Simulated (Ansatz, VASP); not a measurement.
## BeRhS3: VASP beside Ansatz

```
CELL_PARAMETERS angstrom
4.34672 0.00000 0.00000
0.00000 4.34672 0.00000
0.00000 0.00000 4.34672
ATOMIC_POSITIONS crystal
Be 0.00000 0.00000 0.00000
Rh 0.50000 0.50000 0.50000
S 0.00000 0.50000 0.50000
S 0.50000 0.50000 0.00000
S 0.50000 0.00000 0.50000
```

Change from the starting cell: species swapped into the EuRh3C type (Pm-3m, No. 221).

Alike in both runs: task single point; functional PBE; k mesh 4 × 4 × 4; occupations gaussian, width 0.1 eV; collinear spin.

|  | VASP | Ansatz |
| --- | --- | --- |
| version | VASP 6.6.1 | Ansatz 0.2.0 |
| potentials or method | VASP PAW PBE potentials, release 64 (Be, Rh_pv, S) | scalar-relativistic, plane waves, PAW |
| plane-wave cutoff (eV) | 520 | 420 |
| valence electrons in the cell | 35 | 37 |

Ansatz gave:

```
gap on the k mesh at the Fermi level (eV) : none
pressure (GPa)                            : 22.9
net moment per atom (μB)                  : 0.00
```

Task: What did VASP give for the same quantities?

Result: gap on the k mesh at the Fermi level (eV): none; pressure (GPa): 22.6; net moment per atom (μB): 0.00.

A gap of «none» marks a metal or a gap that the smearing closes. With one functional, cell and mesh, what is left measures potentials, basis and numerics. The two sets of potentials don't hold the same shells in valence. Ansatz warned: «seeded_moment_not_kept».

Caveats: the k mesh is coarse (spacing up to 0.36 Å⁻¹), so the values aren't converged; so large a pressure means that the cell lies far from this level's equilibrium, or that cutoff or potentials fall short (VASP).
